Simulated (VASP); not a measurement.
Computed with PBEsol GGA, VASP's PBE PAW potentials (set 64) (plane waves; VASP).

VASP input:

**KPOINTS**
```
k-points along high-symmetry lines
15
Line-mode
Reciprocal
  0.000000   0.000000   0.000000 ! GAMMA
  0.500000   0.000000   0.500000 ! X

  0.500000   0.000000   0.500000 ! X
  0.625000   0.250000   0.625000 ! U

  0.375000   0.375000   0.750000 ! K
  0.000000   0.000000   0.000000 ! GAMMA

  0.000000   0.000000   0.000000 ! GAMMA
  0.500000   0.500000   0.500000 ! L

  0.500000   0.500000   0.500000 ! L
  0.500000   0.250000   0.750000 ! W

  0.500000   0.250000   0.750000 ! W
  0.500000   0.000000   0.500000 ! X
```

File POSCAR:
```
TiTe
1
    0.0000000000     2.7798160598     2.7798160598
    2.7798160598     0.0000000000     2.7798160598
    2.7798160598     2.7798160598    -0.0000000000
Ti Te
1 1
Direct
  0.0000000000   0.0000000000   0.0000000000
  0.5000000000   0.5000000000   0.5000000000
```

INCAR:
```
LMAXMIX  =  4   # l cut-off of mixed one-centre charges
LCHARG  =  .FALSE.
LWAVE  =  .FALSE.
LASPH  =  .TRUE.
ISMEAR  =  0   # Gaussian
ALGO  =  Normal   # blocked Davidson
EDIFF  =  1E-7
SYSTEM  =  TiTe
NELM  =  100   # most electronic steps
LORBIT  =  11   # lm-projected
LREAL  =  .FALSE.   # projection in real space or not
SIGMA  =  0.05   # width (eV)
ENCUT  =  400   # plane-wave cut-off (eV)
PREC  =  Accurate
ICHARG  =  11
GGA  =  PS
```

POTCAR, in this order: Ti_sv Te (PBE.64 set). Program: vasp_std. Read from the step before: CHGCAR.

Output

### OUTCAR
```
 ion  position               nearest neighbor table
   1  0.000  0.000  0.000-   2 2.78   2 2.78   2 2.78   2 2.78   2 2.78   2 2.78
   2  0.500  0.500  0.500-   1 2.78   1 2.78   1 2.78   1 2.78   1 2.78   1 2.78
  LATTYP: Found a face centered cubic cell.
 ALAT       =     5.5596321196
 Subroutine PRICEL returns:
 Original cell was already a primitive cell.
 Subroutine GETGRP returns: Found 48 space group operations
The static configuration has the point symmetry O_h .
The dynamic configuration has the point symmetry O_h .
 Subroutine INISYM returns: Found 48 space group operations
   k-points           NKPTS =     90   k-points in BZ     NKDIM =     90   number of bands    NBANDS=     13
   number of dos      NEDOS =    301   number of ions     NIONS =      2
   total plane-waves  NPLWV =  21952
   dimension x,y,z NGX =    28 NGY =   28 NGZ =   28
   dimension x,y,z NGXF=    56 NGYF=   56 NGZF=   56
   ions per type =               1   1
   PREC   = accura    normal or accurate (medium, high low for compatibility)
   ISTART =      0    job   : 0-new  1-cont  2-samecut
   ICHARG =     11    charge: 1-file 2-atom 10-const
   ISPIN  =      1    spin polarized calculation?
   LNONCOLLINEAR =      F non collinear calculations
   LSORBIT =      F    spin-orbit coupling
   INIWAV =      1    electr: 0-lowe 1-rand  2-diag
   ENCUT  =  400.0 eV  29.40 Ry    5.42 a.u.   6.41  6.41  6.41*2*pi/ulx,y,z
   NELM   =    100;   NELMIN=  2; NELMDL= -5     # of ELM steps
   EDIFF  = 0.1E-06   stopping-criterion for ELM
   LREAL  =      F    real-space projection
   NLSPLINE    = F    spline interpolate recip. space projectors
   LMAXMIX     =    4 max onsite mixed and CHGCAR
   VOSKOWN=      0    Vosko Wilk Nusair interpolation
   EDIFFG = 0.1E-05   stopping-criterion for IOM
   NSW    =      0    number of steps for IOM
   NBLOCK =      1;   KBLOCK =      1    inner block; outer block
   IBRION =     -1    ionic relax: 0-MD 1-quasi-New 2-CG
   NFREE  =      0    steps in history (QN), initial steepest desc. (CG)
   ISIF   =      2    stress and relaxation
   ISYM   =      2    0-nonsym 1-usesym 2-fastsym
   TEIN   =    0.0    initial temperature
   TEBEG  =    0.0;   TEEND  =   0.0 temperature during run
   SMASS  =  -3.00    Nose mass-parameter (am)
   PSTRESS=    0.0 pullay stress
   NELECT =      18.0000    total number of electrons
   EFERMI =   0.00;   METHOD = LEGACY
   ISMEAR =     0;   SIGMA  =   0.05  broadening in eV -4-tet -1-fermi 0-gaus
   IALGO  =     38    algorithm
   LDIAG  =      T    sub-space diagonalisation (order eigenvalues)
   IMIX   =      4    mixing-type and parameters
     AMIX     =   0.40;   BMIX     =  1.00
     AMIX_MAG =   1.60;   BMIX_MAG =  1.00
     AMIN     =   0.10
   GGA     = PS    functional components
   VOSKOWN =     0    Vosko Wilk Nusair interpolation
   LHFCALC =     F    Hartree Fock is set to
   LHFONE  =     F    Hartree Fock one center treatment
   AEXX    =    0.0000 exact exchange contribution
   IVDW    =     0    specifies the selected vdW correction
   LEPSILON=     F    determine dielectric tensor
   LRPA    =     F    only Hartree local field effects (RPA)
  energy-cutoff  :      400.00
  volume of cell :       42.96
      direct lattice vectors                 reciprocal lattice vectors
     0.000000000  2.779816060  2.779816060    -0.179868016  0.179868016  0.179868016
     2.779816060  0.000000000  2.779816060     0.179868016 -0.179868016  0.179868016
     2.779816060  2.779816060  0.000000000     0.179868016  0.179868016 -0.179868016
 k-point     1 :   0.0000 0.0000 0.0000  plane waves:     749
 k-point     2 :   0.0357 0.0000 0.0357  plane waves:     761
 k-point     3 :   0.0714 0.0000 0.0714  plane waves:     781
 k-point     4 :   0.1071 0.0000 0.1071  plane waves:     781
 k-point     5 :   0.1429 0.0000 0.1429  plane waves:     785
 k-point     6 :   0.1786 0.0000 0.1786  plane waves:     785
 k-point     7 :   0.2143 0.0000 0.2143  plane waves:     785
 k-point     8 :   0.2500 0.0000 0.2500  plane waves:     769
 k-point     9 :   0.2857 0.0000 0.2857  plane waves:     801
 k-point    10 :   0.3214 0.0000 0.3214  plane waves:     797
...
```

OSZICAR:
```
       N       E                     dE             d eps       ncg     rms          rms(c)
DAV:   1     0.117435574878E+03    0.11744E+03   -0.78905E+03  2340   0.119E+03
DAV:   2    -0.340085291543E+01   -0.12084E+03   -0.11795E+03  2555   0.316E+02
DAV:   3    -0.109981953986E+02   -0.75973E+01   -0.74245E+01  3539   0.802E+01
DAV:   4    -0.112373490482E+02   -0.23915E+00   -0.23723E+00  2873   0.125E+01
DAV:   5    -0.112487856748E+02   -0.11437E-01   -0.11432E-01  3380   0.236E+00
DAV:   6    -0.112489591163E+02   -0.17344E-03   -0.17342E-03  2892   0.245E-01
DAV:   7    -0.112489646540E+02   -0.55376E-05   -0.55378E-05  3496   0.330E-02
DAV:   8    -0.112489647331E+02   -0.79175E-07   -0.79520E-07  2634   0.339E-03
   1 F= -.11248965E+02 E0= -.11247325E+02  d E =-.327979E-02
```

### OUTCAR
```
 val. band max:        9.3861239817   @ k =   0.0536   0.0536   0.1071

 cond. band min:       9.3872335346   @ k =   0.1071   0.1071   0.2143



 k-point     1 :       0.0000    0.0000    0.0000
  band No.  band energies     occupation
      1     -47.6641      2.00000
      2     -24.0688      2.00000
      3     -24.0688      2.00000
      4     -24.0688      2.00000
      5      -4.2699      2.00000
      6       8.5186      2.00000
      7       8.5186      2.00000
      8       8.5186      2.00000
      9       8.9180      2.00000
     10       8.9180      2.00000
     11       8.9180      2.00000
     12       9.2497      1.99990
     13       9.2497      1.99990

 k-point     2 :       0.0357    0.0000    0.0357
  band No.  band energies     occupation
      1     -47.6642      2.00000
      2     -24.0692      2.00000
      3     -24.0690      2.00000
      4     -24.0690      2.00000
      5      -4.2501      2.00000
      6       8.1493      2.00000
      7       8.3319      2.00000
      8       8.3319      2.00000
      9       8.8959      2.00000
     10       9.1135      2.00000
     11       9.1135      2.00000
     12       9.2561      1.99979
     13       9.5510      0.00000

 k-point     3 :       0.0714    0.0000    0.0714
  band No.  band energies     occupation
      1     -47.6643      2.00000
      2     -24.0704      2.00000
      3     -24.0695      2.00000
      4     -24.0695      2.00000
      5      -4.1912      2.00000
      6       7.5372      2.00000
      7       8.0429      2.00000
      8       8.0429      2.00000
      9       8.8318      2.00000
     10       9.2748      1.99850
     11       9.4263      0.26695
     12       9.4263      0.26695
     13       9.9679      0.00000

 k-point     4 :       0.1071    0.0000    0.1071
  band No.  band energies     occupation
      1     -47.6641      2.00000
      2     -24.0724      2.00000
      3     -24.0704      2.00000
      4     -24.0704      2.00000
...
```

The density is held fixed in this step, so its total energy and stress have no physical meaning. Unless said otherwise, spin-orbit coupling is left out, though it shifts the bands of the heavy elements here.

The structure was generated: TiTe was put into the rock salt type (Fm-3m), which need not be its known phase. It was relaxed first, which changed the volume by -36 %. VASP warned that the highest band is occupied, so more bands are needed.
